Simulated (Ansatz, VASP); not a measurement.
# C (Diamond) in two plane-wave programs, part 3 of 3

Wanted: the spread between two codes on one cell, functional and k mesh. The cell is taken from a series of runs on this material, whose earlier steps may have relaxed, scaled, displaced or heated it; both programs get it as it stands.

VASP 6.6.1 and Ansatz 0.2.0.

So far: Set-up; Ansatz: zone-centre phonons, LDA, pair 1; VASP: zone-centre phonons, LDA, pair 1; Side by side.

### 5. VASP: zone-centre phonons, LDA, pair 2

Level of this step: LDA; plane waves and PAW (C) (VASP).

Second derivatives magnify differences that forces hide, and they need a tight electronic threshold. The cell compared in this pair holds 11.64 Å³, against 11.43 Å³ for the pair before.

Input file INCAR:

```
SYSTEM = C
PREC = Accurate
ENCUT = 600
EDIFF = 1E-08
NELM = 120
ISMEAR = 0
SIGMA = 0.01
LREAL = .FALSE.
ALGO = Normal
GGA = CA
NBANDS = 10
LORBIT = 11
LWAVE = .FALSE.
LCHARG = .FALSE.
ISIF = 2
IBRION = 8
LEPSILON = .TRUE.
LASPH = .TRUE.
GGA_COMPAT = .FALSE.
EFERMI = MIDGAP
KPAR = 2
```

Input file POSCAR:

```
C
1.0
   -0.0390844509      1.7796208332      1.7796208332
    1.7796208332     -0.0390844509      1.7796208332
    1.7796208332      1.7796208332     -0.0390844509
C
2
Direct
    0.4997764945      0.4997764945      0.4997764945
    0.7502235055      0.7502235055      0.7502235055
```

Input file KPOINTS:

```
Automatic mesh
0
Gamma
12 12 12
0 0 0
```

PAW data sets: C (LDA family, release 64).

Started as:

```bash
mpirun -np 2 vasp_std
```

Numbers of over 12 decimals in the logs are rounded to 6 here.

The log of the run:

```text
[... set-up lines as in an earlier step ...]
 entering main loop
       N       E                     dE             d eps       ncg     rms          rms(c)
DAV:   1     0.126592757778E+01    0.12659E+01   -0.52790E+03  3916   0.858E+02
DAV:   2    -0.205052067877E+02   -0.21771E+02   -0.20941E+02  5180   0.136E+02
DAV:   3    -0.209299788223E+02   -0.42477E+00   -0.42387E+00  4506   0.155E+01
DAV:   4    -0.209309599987E+02   -0.98118E-03   -0.98111E-03  4142   0.887E-01
[...]
DAV:  10    -0.201822126759E+02   -0.15959E-05   -0.23908E-06  4152   0.138E-02    0.418E-03
DAV:  11    -0.201822126609E+02    0.15039E-07   -0.14771E-07  4366   0.341E-03    0.544E-04
DAV:  12    -0.201822126575E+02    0.33652E-08   -0.78185E-09  2608   0.770E-04
   1 F= -.20182213E+02 E0= -.20182213E+02  d E =0.000000E+00
 Linear response reoptimize wavefunctions to high precision
DAV:   1    -0.201822126576E+02   -0.94815E-10   -0.50867E-10  2572   0.212E-04
 Linear response G [H, r] |phi>, progress :
  Direction:   1
       N       E                     dE             d eps       ncg     rms
[...]
RMM:   9    -0.166297123556E+00   -0.61989E-07   -0.36292E-10  9528   0.411E-05    0.630E-06
 change of polarisation eV/A/(eV/A) component  3 :     0.043    -0.058     0.313
 dielectric tensor                  component  3 :     0.663    -0.900     5.871
 Linear response DOF=           1
 Linear response progress:
  Degree of freedom:   1/  1
       N       E                     dE             d eps       ncg     rms          rms(c)
RMM:   1    -0.117679760013E+00   -0.11768E+00   -0.11077E-02 22986   0.206E+00
RMM:   2    -0.109345176155E+00    0.83346E-02   -0.23374E-03 14490   0.398E-01    0.175E-01
RMM:   3    -0.109529371480E+00   -0.18420E-03   -0.21061E-04 14517   0.101E-01    0.966E-02
RMM:   4    -0.110232174214E+00   -0.70280E-03   -0.19330E-04 14301   0.103E-01    0.131E-02
[...]
RMM:   9    -0.110187303161E+00    0.10074E-06   -0.23745E-07 16559   0.510E-05    0.158E-06
RMM:  10    -0.110187300685E+00    0.24760E-08   -0.19362E-07 14361   0.349E-05    0.774E-07
RMM:  11    -0.110187301925E+00   -0.12403E-08   -0.19418E-07 11948   0.344E-05    0.365E-08
 first order change of Fermi-energy  -0.43900E+01
 force on displaced ion       1 direction 1 : -34.730  -1.680  -1.680
 Born effective charge ion    1 direction 1 :  -0.000   0.000   0.000
 Born effective charges drift removed
 Linear response finished
```

From OUTCAR (step 5):

```text
  Total       -1.6230929     -1.6230929     -1.6230929      0.8425990      0.8425990      0.8425990
  in kB     -223.3403804   -223.3403804   -223.3403804    115.9430717    115.9430717    115.9430717
  external PRESSURE =    -223.3403804 kB  Pullay stress =       0.0000000 kB

 POSITION                                       TOTAL-FORCE (eV/Angst)
 -----------------------------------------------------------------------------------
      1.75929      1.75929      1.75929        -0.006736     -0.006736     -0.006736
      2.64090      2.64090      2.64090         0.006736      0.006736      0.006736
 -----------------------------------------------------------------------------------
    total drift:                                0.000000      0.000000     -0.000000

 MACROSCOPIC STATIC DIELECTRIC TENSOR (including local field effects in DFT)
 ------------------------------------------------------
           5.871318    -0.118545    -0.118545
          -0.118545     5.871318    -0.118545
          -0.118545    -0.118545     5.871318
 ------------------------------------------------------

 MACROSCOPIC STATIC DIELECTRIC TENSOR IONIC CONTRIBUTION
 ------------------------------------------------------
           0.000000    -0.000000    -0.000000
          -0.000000     0.000000    -0.000000
          -0.000000    -0.000000     0.000000
 ------------------------------------------------------

[... 1 part as in an earlier step ...]

[... 1 further part left out ...]
```

### 6. Ansatz: zone-centre phonons, LDA, pair 2

The same cell, functional (in two slightly different forms) and mesh now go to Ansatz, which takes its cutoff from its data sets.

The cell is taken from a series of runs on this material, whose earlier steps may have relaxed, scaled, displaced or heated it; both programs get it as it stands.

Input file input.yaml:

```yaml
crystal:
  lattice:
    - [-0.0390844509, 1.7796208332, 1.7796208332]
    - [1.7796208332, -0.0390844509, 1.7796208332]
    - [1.7796208332, 1.7796208332, -0.0390844509]
  atoms:
    - { symbol: C, position: [0.4997764945, 0.4997764945, 0.4997764945] }
    - { symbol: C, position: [0.7502235055, 0.7502235055, 0.7502235055] }
kpoints:
  mp_grid: { grid: [12, 12, 12] }
hamiltonian:
  xc: lda
  pseudopotentials: { kind: paw, azcp: { folder: soft_1 }, xc_functional: pbe }
scf:
  occupations: { method: fixed }
output:
  eigenvalues: true
phonons:
  method: dfpt
  dielectric: true
  rigid_motions: translations
```

Started as:

```bash
ansatz run input.yaml --threads 4 --pin off --max-ram 10240MiB --backend cpu --events-out ev --progress --plain --runs-dir out
```

The log of the run:

```text
[...]
Crystal: 2 atoms, lattice volume = 11.644 Å³
Basis set: ecut = 420 eV, 253 PW (Γ), exchange–correlation on 40×40×40 points (8 copies of the dense FFT grid, shifted against one another)
Bands: 8, of which v1, the nominal top of the filled ones, is band 4 counted from 1 (3 counted from 0)
Symmetry: 12 space group operations
k-points: 476 of 1728 (irreducible under 2 space group operations, time reversal used)
[...]
optical modes at Γ + LO–TO along q̂ = [1.0000, 0.0000, 0.0000]:
      ω (cm⁻¹)  modes    IR ((D/Å)²/amu)
[...]
optical modes at Γ + LO–TO along q̂ = [0.0000, 1.0000, 0.0000]:
      ω (cm⁻¹)  modes    IR ((D/Å)²/amu)
       1218.96      2             0.0000
       1308.55      1             0.0000
  optical modes at Γ + LO–TO along q̂ = [0.0000, 0.0000, 1.0000]:
      ω (cm⁻¹)  modes    IR ((D/Å)²/amu)
       1218.96      2             0.0000
       1308.55      1             0.0000
[key lines of the parts left out:]
SCF converged after 8 iterations
Free energy (F): -485.914448 eV
Fermi energy:    12.643728 eV
```

### 7. Differences

Compared:

| quantity | Ansatz | VASP | difference |
| --- | --- | --- | --- |
| ε∞ xx | 5.87 | 5.87 | +0.03 % |
| ε∞ yy | 5.87 | 5.87 | +0.03 % |
| ε∞ zz | 5.87 | 5.87 | +0.03 % |
| Born charge of C1 (mean of the diagonal) (e) | 0.00 | 0.00 | 0.00 |
| optical mode 1 to 2 (cm⁻¹) | 1219.0 | 1223.3 | -0.36 % |
| optical mode 3 (cm⁻¹) | 1308.5 | 1313.3 | -0.36 % |

Modes are paired by rising frequency, not by their patterns, so a pair may set unlike modes beside each other; they are those without the splitting of longitudinal modes.

### 8. VASP: zone-centre phonons, LDA, pair 3

Second derivatives magnify differences that forces hide, and they need a tight electronic threshold. The cell compared in this pair holds 11.86 Å³, against 11.64 Å³ for the pair before.

INCAR is that of step 5.

Input file POSCAR:

```
C
1.0
   -0.0519935069      1.7843691101      1.7843691101
    1.7843691101     -0.0519935069      1.7843691101
    1.7843691101      1.7843691101     -0.0519935069
C
2
Direct
    0.4997464188      0.4997464188      0.4997464188
    0.7502535812      0.7502535812      0.7502535812
```

KPOINTS is that of step 5.

Started as:

```bash
mpirun -np 2 vasp_std
```

The log of the run:

```text
[... set-up lines as in an earlier step ...]
 entering main loop
       N       E                     dE             d eps       ncg     rms          rms(c)
DAV:   1     0.929815765776E+00    0.92982E+00   -0.51999E+03  3940   0.854E+02
DAV:   2    -0.204254854116E+02   -0.21355E+02   -0.20439E+02  5152   0.136E+02
DAV:   3    -0.208411041866E+02   -0.41562E+00   -0.41476E+00  4478   0.155E+01
DAV:   4    -0.208420653099E+02   -0.96112E-03   -0.96107E-03  4108   0.903E-01
[...]
DAV:  10    -0.201280496156E+02   -0.15019E-05   -0.27525E-06  4176   0.148E-02    0.394E-03
DAV:  11    -0.201280496192E+02   -0.36698E-08   -0.18500E-07  4432   0.392E-03    0.716E-04
DAV:  12    -0.201280496141E+02    0.51392E-08   -0.12310E-08  3012   0.945E-04
   1 F= -.20128050E+02 E0= -.20128050E+02  d E =0.000000E+00
 Linear response reoptimize wavefunctions to high precision
DAV:   1    -0.201280496141E+02   -0.35243E-10   -0.75230E-10  2758   0.250E-04
 Linear response G [H, r] |phi>, progress :
  Direction:   1
       N       E                     dE             d eps       ncg     rms
[...]
RMM:   9    -0.171256100027E+00   -0.74770E-07   -0.86832E-11  9725   0.396E-05    0.709E-06
 change of polarisation eV/A/(eV/A) component  3 :     0.042    -0.063     0.323
 dielectric tensor                  component  3 :     0.643    -0.961     5.922
 Linear response DOF=           1
 Linear response progress:
  Degree of freedom:   1/  1
       N       E                     dE             d eps       ncg     rms          rms(c)
RMM:   1    -0.116977969974E+00   -0.11698E+00   -0.83969E-03 22961   0.205E+00
RMM:   2    -0.108939719925E+00    0.80383E-02   -0.21238E-03 14491   0.399E-01    0.171E-01
RMM:   3    -0.109146975260E+00   -0.20726E-03   -0.19210E-04 14618   0.980E-02    0.946E-02
RMM:   4    -0.109815304207E+00   -0.66833E-03   -0.16066E-04 14317   0.984E-02    0.133E-02
[...]
RMM:   9    -0.109775122347E+00    0.65691E-07    0.30343E-07 16569   0.318E-05    0.170E-06
RMM:  10    -0.109775120844E+00    0.15035E-08    0.32734E-07 14493   0.150E-05    0.861E-07
RMM:  11    -0.109775126175E+00   -0.53310E-08    0.28546E-07 11976   0.144E-05    0.441E-08
 first order change of Fermi-energy  -0.41618E+01
 force on displaced ion       1 direction 1 : -33.457  -2.214  -2.214
 Born effective charge ion    1 direction 1 :  -0.000   0.000   0.000
 Born effective charges drift removed
 Linear response finished
```

Parts of OUTCAR (step 8):

```text
  Total       -2.1248572     -2.1248572     -2.1248572      1.0930280      1.0930280      1.0930280
  in kB     -287.0665569   -287.0665569   -287.0665569    147.6672407    147.6672407    147.6672407
  external PRESSURE =    -287.0665569 kB  Pullay stress =       0.0000000 kB

 POSITION                                       TOTAL-FORCE (eV/Angst)
 -----------------------------------------------------------------------------------
      1.75748      1.75748      1.75748        -0.008447     -0.008447     -0.008447
      2.63845      2.63845      2.63845         0.008447      0.008447      0.008447
 -----------------------------------------------------------------------------------
    total drift:                               -0.000000     -0.000000      0.000000

 MACROSCOPIC STATIC DIELECTRIC TENSOR (including local field effects in DFT)
 ------------------------------------------------------
           5.921617    -0.158603    -0.158603
          -0.158603     5.921617    -0.158603
          -0.158603    -0.158603     5.921617
 ------------------------------------------------------

 MACROSCOPIC STATIC DIELECTRIC TENSOR IONIC CONTRIBUTION
 ------------------------------------------------------
           0.000000    -0.000000     0.000000
          -0.000000     0.000000     0.000000
           0.000000     0.000000     0.000000
 ------------------------------------------------------

[... 1 part as in an earlier step ...]

[... 1 further part left out ...]
```

### 9. Ansatz: zone-centre phonons, LDA, pair 3

The same cell, functional (in two slightly different forms) and mesh now go to Ansatz, which takes its cutoff from its data sets.

The cell is taken from a series of runs on this material, whose earlier steps may have relaxed, scaled, displaced or heated it; both programs get it as it stands.

input.yaml, the sections that differ from step 6:

```yaml
crystal:
  lattice:
    - [-0.0519935069, 1.7843691101, 1.7843691101]
    - [1.7843691101, -0.0519935069, 1.7843691101]
    - [1.7843691101, 1.7843691101, -0.0519935069]
  atoms:
    - { symbol: C, position: [0.4997464188, 0.4997464188, 0.4997464188] }
    - { symbol: C, position: [0.7502535812, 0.7502535812, 0.7502535812] }
# kpoints, hamiltonian, scf, output, phonons: as in step 6
```

Started as:

```bash
ansatz run input.yaml --threads 4 --pin off --max-ram 10240MiB --backend cpu --events-out ev --progress --plain --runs-dir out
```

The log of the run:

```text
[...]
Crystal: 2 atoms, lattice volume = 11.859 Å³
Basis set: ecut = 420 eV, 253 PW (Γ), exchange–correlation on 40×40×40 points (8 copies of the dense FFT grid, shifted against one another)
Bands: 8, of which v1, the nominal top of the filled ones, is band 4 counted from 1 (3 counted from 0)
Symmetry: 12 space group operations
k-points: 476 of 1728 (irreducible under 2 space group operations, time reversal used)
[...]
optical modes at Γ + LO–TO along q̂ = [1.0000, 0.0000, 0.0000]:
      ω (cm⁻¹)  modes    IR ((D/Å)²/amu)
[...]
optical modes at Γ + LO–TO along q̂ = [0.0000, 1.0000, 0.0000]:
      ω (cm⁻¹)  modes    IR ((D/Å)²/amu)
       1185.32      2             0.0000
       1304.93      1             0.0000
  optical modes at Γ + LO–TO along q̂ = [0.0000, 0.0000, 1.0000]:
      ω (cm⁻¹)  modes    IR ((D/Å)²/amu)
       1185.32      2             0.0000
       1304.93      1             0.0000
[key lines of the parts left out:]
SCF converged after 8 iterations
Free energy (F): -485.858598 eV
Fermi energy:    12.301769 eV
```

### 10. Comparison

Compared:

| quantity | Ansatz | VASP | difference |
| --- | --- | --- | --- |
| ε∞ xx | 5.92 | 5.92 | +0.04 % |
| ε∞ yy | 5.92 | 5.92 | +0.04 % |
| ε∞ zz | 5.92 | 5.92 | +0.04 % |
| Born charge of C1 (mean of the diagonal) (e) | 0.00 | 0.00 | 0.00 |
| optical mode 1 to 2 (cm⁻¹) | 1185.3 | 1189.4 | -0.34 % |
| optical mode 3 (cm⁻¹) | 1304.9 | 1309.7 | -0.37 % |

Modes are paired by rising frequency, not by their patterns, so a pair may set unlike modes beside each other; they are those without the splitting of longitudinal modes.

### 11. Outcome

| Quantity | Value |
| --- | --- |
| r.m.s. difference of the optical zone-centre modes, each program's sorted by frequency (zone-centre phonons, LDA, pair 1) | 4.4 cm⁻¹ |
| r.m.s. difference of the optical zone-centre modes, each program's sorted by frequency (zone-centre phonons, LDA, pair 2) | 4.5 cm⁻¹ |
| r.m.s. difference of the optical zone-centre modes, each program's sorted by frequency (zone-centre phonons, LDA, pair 3) | 4.3 cm⁻¹ |

**Reading.** The r.m.s. difference of the optical zone-centre modes, each program's sorted by frequency is 4.4 cm⁻¹ (zone-centre phonons, LDA, pair 1). 1 further run of this series is not shown here. How closely two codes agree says nothing of how well the functional describes the real material.

[Lines on the potential files, build, host, timing and source positions are cut from VASP's logs without a mark.]

[Logs are printed without paths, hosts, clocks, repeated set-up lines and the standing remarks that a program may print on its own settings, such as how far it seeks lower states.]

[Hosts, paths, dates, database ids (printed as entryN), source tags and the programs' standing remarks are cut or masked in the printed files.]
